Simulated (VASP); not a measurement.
Consider the following.

```xyz
2
Lattice="1.3635 -2.3616 0.0000 1.3635 2.3616 0.0000 0.0000 0.0000 4.3683" Properties=species:S:1:pos:R:3 pbc="T T T"
Tc     1.3635     0.7872     1.0921
Tc     1.3635    -0.7872     3.2762
```

All values below come from PBE GGA with D3 dispersion (zero damping), VASP's PBE PAW potentials (set 64) (plane waves; VASP). Run with 520 eV cut-off, Gaussian smearing of 0.050 eV, potentials Tc_pv.

### Question
What does the run give for the band gap (along the path) with the smallest direct gap where there is one?

### Answer

- band gap (along the path) = none (metal, semimetal or under 0.01 eV)

Total energies compare only between runs with the same potentials, cut-off and functional.

The compound is Tc in the hcp structure. It was relaxed first.
